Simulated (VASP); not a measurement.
A run of VASP 6.6.1 is set up as follows.

Contents of INCAR:

```
SYSTEM = Sc2Ag6Ru
ALGO = Fast
EDIFF = 1E-6
ENCUT = 520
GGA = PE
ISIF = 2
ISMEAR = 0
LASPH = .TRUE.
LCHARG = .FALSE.
LREAL = .FALSE.
LWAVE = .FALSE.
NBANDS = 61
NELM = 100
PREC = Accurate
SIGMA = 0.1
```

File KPOINTS:

```
k-points
0
G
  3 3 3
  0 0 0
```

Contents of POSCAR:

```
Sc2Ag6Ru
1.0
    5.4043690000     -0.8205650000     -0.6900330000
    0.4991940000      5.5615110000     -0.6279380000
    0.5019630000     -0.6200860000      6.0179560000
Ru Sc Ag
1 2 6
Direct
    1.0145785042      0.5147942583      0.4170749214
    0.7937982635      0.8810625442      0.9808912942
    0.3883071253      0.3895984082      0.2170514998
    0.5828832220      0.7701480898      0.4739705491
    0.9397352167      0.4227103467      0.9926242732
    0.0908769485      1.0041805676      0.3603642550
    0.3118685023      0.5054387472      0.7646032564
    0.6876105254      0.2510071824      0.5995814695
    0.2656062872      0.0084339355      0.8287950413
```

Potentials or basis: VASP PAW PBE potentials, release 64 (Ru_pv, Sc_sv, Ag).

Launch:

```sh
$ cat potpaw_PBE.64/Ru_pv/POTCAR potpaw_PBE.64/Sc_sv/POTCAR potpaw_PBE.64/Ag/POTCAR > POTCAR
$ mpirun -np 1 vasp_std > vasp.out
```

**Question.** Estimate the largest force.

**Answer.** 1.324 eV/Å.

**Question.** Estimate the band gap on the k mesh.

**Answer.** None (metal or under the smearing width).

**Question.** Predict the pressure.

**Answer.** -0.2 GPa.

Forces on the atoms (eV/Å):
```
Ru   0.234  0.366  0.167
Sc  -0.529  0.197 -0.298
Sc  -0.318 -0.588 -0.016
Ag   0.488  0.631  0.378
Ag  -1.256 -0.420 -0.016
Ag   0.202 -0.152  0.360
Ag   0.906  0.269 -0.220
Ag   0.095 -0.199 -0.103
Ag   0.179 -0.103 -0.251
```

Caveat: the k mesh is coarse (spacing up to 0.38 Å⁻¹), so the values aren't converged.
